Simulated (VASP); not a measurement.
These are PBEsol GGA, VASP's PBE PAW potentials (set 64) (plane waves; VASP) values and carry that method's errors.

Input for VASP

File POSCAR:
```
NbSi2
1
    4.7667923175    -0.0000000049     0.0000000000
   -2.3833966672     4.1281631613    -0.0000000000
   -0.0000000000    -0.0000000000     6.5675953726
Nb Si
3 6
Direct
  0.5000000000   1.0000000000   0.0000000000
  0.5000000000   0.5000000000   0.3333330000
  1.0000000000   0.5000000000   0.6666670000
  0.1596156963   0.3192313925   1.0000000000
  0.8403843037   0.1596156963   0.3333330000
  0.6807686075   0.8403843037   0.6666670000
  0.8403843037   0.6807686075   1.0000000000
  0.1596156963   0.8403843037   0.3333330000
  0.3192313925   0.1596156963   0.6666670000
```

### KPOINTS
```
Automatic mesh
0
Gamma
10 10 6
0 0 0
```

INCAR:
```
# general
SYSTEM  = NbSi2
PREC    = Accurate
ENCUT   = 400   # plane-wave cut-off (eV)
LREAL   = .FALSE.
LASPH   = .TRUE.   # aspherical one-centre terms

# electronic loop
EDIFF   = 1E-7
NELM    = 100   # most electronic steps
ALGO    = Normal   # blocked Davidson
LMAXMIX = 4   # l cut-off of mixed one-centre charges

# smearing
ISMEAR  = -5

# functional
GGA     = PS

# ions
ISIF    = 2   # forces and stress, cell fixed

# output
LWAVE   = .FALSE.
LCHARG  = .TRUE.
LORBIT  = 11
NEDOS   = 601
```

POTCAR, in this order: Nb_sv Si (PBE.64 set). Program: vasp_std.

Output

### OUTCAR
```
 ion  position               nearest neighbor table
   1  0.500  0.000  0.000-   5 2.60   8 2.60   6 2.60   9 2.60   4 2.72   7 2.72   7 2.72   4 2.72
                             4 2.81   7 2.81
   2  0.500  0.500  0.333-   4 2.60   7 2.60   6 2.60   9 2.60   8 2.72   5 2.72   8 2.72   5 2.72
                             8 2.81   5 2.81
   3  0.000  0.500  0.667-   4 2.60   7 2.60   5 2.60   8 2.60   9 2.72   6 2.72   9 2.72   6 2.72
                             6 2.81   9 2.81
   4  0.160  0.319  0.000-   5 2.56   9 2.56   2 2.60   3 2.60   7 2.64   1 2.72   1 2.72   1 2.81
                             7 2.81   7 2.81
   5  0.840  0.160  0.333-   4 2.56   6 2.56   1 2.60   3 2.60   8 2.64   2 2.72   2 2.72   2 2.81
                             8 2.81   8 2.81
   6  0.681  0.840  0.667-   7 2.56   5 2.56   1 2.60   2 2.60   9 2.64   3 2.72   3 2.72   3 2.81
                             9 2.81   9 2.81
   7  0.840  0.681  0.000-   8 2.56   6 2.56   2 2.60   3 2.60   4 2.64   1 2.72   1 2.72   1 2.81
                             4 2.81   4 2.81
   8  0.160  0.840  0.333-   7 2.56   9 2.56   1 2.60   3 2.60   5 2.64   2 2.72   2 2.72   2 2.81
                             5 2.81   5 2.81
   9  0.319  0.160  0.667-   4 2.56   8 2.56   1 2.60   2 2.60   6 2.64   3 2.72   3 2.72   3 2.81
                             6 2.81   6 2.81
  LATTYP: Found a hexagonal cell.
 ALAT       =     4.7667923175
 C/A-ratio  =     1.3777808923
 Subroutine PRICEL returns:
 Original cell was already a primitive cell.
 Subroutine GETGRP returns: Found 12 space group operations
The static configuration has the point symmetry D_2 .
 The point group associated with its full space group is D_6 .
The dynamic configuration has the point symmetry D_2 .
 Subroutine INISYM returns: Found 12 space group operations
 Subroutine IBZKPT returns following result:
 Found     56 irreducible k-points:

 Following reciprocal coordinates:
            Coordinates               Weight
  0.000000  0.000000  0.000000      1.000000
  0.100000  0.000000  0.000000      6.000000
  0.200000  0.000000  0.000000      6.000000
  0.300000  0.000000  0.000000      6.000000
  0.400000  0.000000  0.000000      6.000000
  0.500000  0.000000  0.000000      3.000000
  0.100000  0.100000  0.000000      6.000000
  0.200000  0.100000  0.000000     12.000000
  0.300000  0.100000  0.000000     12.000000
  0.400000  0.100000  0.000000     12.000000
  0.200000  0.200000  0.000000      6.000000
  0.300000  0.200000  0.000000     12.000000
  0.400000  0.200000  0.000000      6.000000
  0.300000  0.300000  0.000000      6.000000
  0.000000  0.000000  0.166667      2.000000
  0.100000  0.000000  0.166667     12.000000
  0.200000  0.000000  0.166667     12.000000
  0.300000  0.000000  0.166667     12.000000
  0.400000  0.000000  0.166667     12.000000
  0.500000  0.000000  0.166667      6.000000
  0.100000  0.100000  0.166667     12.000000
  0.200000  0.100000  0.166667     24.000000
  0.300000  0.100000  0.166667     24.000000
  0.400000  0.100000  0.166667     24.000000
  0.200000  0.200000  0.166667     12.000000
  0.300000  0.200000  0.166667     24.000000
  0.400000  0.200000  0.166667     12.000000
  0.300000  0.300000  0.166667     12.000000
  0.000000  0.000000  0.333333      2.000000
  0.100000  0.000000  0.333333     12.000000
  0.200000  0.000000  0.333333     12.000000
  0.300000  0.000000  0.333333     12.000000
  0.400000  0.000000  0.333333     12.000000
  0.500000  0.000000  0.333333      6.000000
  0.100000  0.100000  0.333333     12.000000
  0.200000  0.100000  0.333333     24.000000
  0.300000  0.100000  0.333333     24.000000
  0.400000  0.100000  0.333333     24.000000
  0.200000  0.200000  0.333333     12.000000
  0.300000  0.200000  0.333333     24.000000
   k-points           NKPTS =     56   k-points in BZ     NKDIM =     56   number of bands    NBANDS=     37
...
```

### OSZICAR
```
       N       E                     dE             d eps       ncg     rms          rms(c)
DAV:   1     0.459437982429E+03    0.45944E+03   -0.27710E+04  4160   0.134E+03
DAV:   2    -0.312153998418E+02   -0.49065E+03   -0.47729E+03  5194   0.479E+02
DAV:   3    -0.728868312605E+02   -0.41671E+02   -0.40790E+02  7280   0.101E+02
DAV:   4    -0.757447590920E+02   -0.28579E+01   -0.28339E+01  6331   0.237E+01
DAV:   5    -0.758932452157E+02   -0.14849E+00   -0.14775E+00  6960   0.608E+00    0.181E+01
DAV:   6    -0.734722624647E+02    0.24210E+01   -0.14742E+01  6168   0.197E+01    0.658E+00
DAV:   7    -0.733326951680E+02    0.13957E+00   -0.13182E+00  6012   0.473E+00    0.383E+00
DAV:   8    -0.732903354857E+02    0.42360E-01   -0.16075E-01  6208   0.236E+00    0.695E-01
DAV:   9    -0.732902224378E+02    0.11305E-03   -0.30184E-02  6998   0.795E-01    0.487E-01
DAV:  10    -0.732900994668E+02    0.12297E-03   -0.39728E-03  5288   0.489E-01    0.607E-02
DAV:  11    -0.732900222813E+02    0.77185E-04   -0.72620E-04  6256   0.127E-01    0.294E-02
DAV:  12    -0.732900203927E+02    0.18886E-05   -0.74129E-05  6272   0.637E-02    0.106E-02
DAV:  13    -0.732900198376E+02    0.55513E-06   -0.70402E-06  5968   0.151E-02    0.285E-03
DAV:  14    -0.732900197311E+02    0.10651E-06   -0.70326E-07  5104   0.414E-03    0.140E-03
DAV:  15    -0.732900195192E+02    0.21184E-06   -0.10268E-07  2928   0.247E-03    0.886E-04
DAV:  16    -0.732900195175E+02    0.17108E-08   -0.31424E-08  2912   0.152E-03
   1 F= -.73290020E+02 E0= -.73290020E+02  d E =0.000000E+00
```

### OUTCAR
```
------------------------ aborting loop because EDIFF is reached ----------------------------------------
  FORCE on cell =-STRESS in cart. coord.  units (eV):
  Direction    XX          YY          ZZ          XY          YZ          ZX
  --------------------------------------------------------------------------------------
  Total       -0.0045884     -0.0045884      0.0699000      0.0000000      0.0000000      0.0000000
  in kB       -0.0568831     -0.0568831      0.8665598      0.0000000      0.0000000      0.0000000
  external PRESSURE =       0.2509312 kB  Pullay stress =       0.0000000 kB
  volume of cell :      129.24
      direct lattice vectors                 reciprocal lattice vectors
     4.766792318 -0.000000005  0.000000000     0.209784680  0.121119270  0.000000000
    -2.383396667  4.128163161  0.000000000     0.000000000  0.242238488  0.000000000
     0.000000000  0.000000000  6.567595373     0.000000000  0.000000000  0.152262730
 POSITION                                       TOTAL-FORCE (eV/Angst)
 -----------------------------------------------------------------------------------
      2.38340     -0.00000      0.00000         0.000000     -0.000000      0.000000
      1.19170      2.06408      2.18920        -0.000000     -0.000000      0.000000
     -1.19170      2.06408      4.37840         0.000000     -0.000000     -0.000000
     -0.00000      1.31784      0.00000         0.000000     -0.007226     -0.000000
      3.62551      0.65892      2.18920         0.006258     -0.003613     -0.000000
      1.24211      3.46924      4.37840         0.006258      0.003613     -0.000000
      2.38340      2.81032      0.00000        -0.000000      0.007226     -0.000000
     -1.24211      3.46924      2.18920        -0.006258      0.003613     -0.000000
      1.14128      0.65892      4.37840        -0.006258     -0.003613     -0.000000
 -----------------------------------------------------------------------------------
    total drift:                                0.000000     -0.000000      0.006036
  FREE ENERGIE OF THE ION-ELECTRON SYSTEM (eV)
  ---------------------------------------------------
  free  energy   TOTEN  =       -73.2900195175 eV

  energy  without entropy=      -73.2900195175  energy(sigma->0) =      -73.29001952

 total charge

# of ion       s       p       d       tot
------------------------------------------
    1        2.157   6.034   2.618  10.809
    2        2.157   6.034   2.618  10.809
    3        2.157   6.034   2.618  10.809
    4        0.758   0.877   0.000   1.635
    5        0.758   0.877   0.000   1.635
    6        0.758   0.877   0.000   1.635
    7        0.758   0.877   0.000   1.635
    8        0.758   0.877   0.000   1.635
    9        0.758   0.877   0.000   1.635
--------------------------------------------------
tot         11.017  23.363   7.854  42.234
```
(Selected blocks of OUTCAR.)

For a metal the tetrahedron method with Blöchl corrections gives inexact stress and forces.

The structure was generated: NbSi2 was put into the CrSi2 type (P6_222), a phase also known from measurement. It was relaxed first. The electron count is odd and the run is not spin-polarised, which forces a metal.
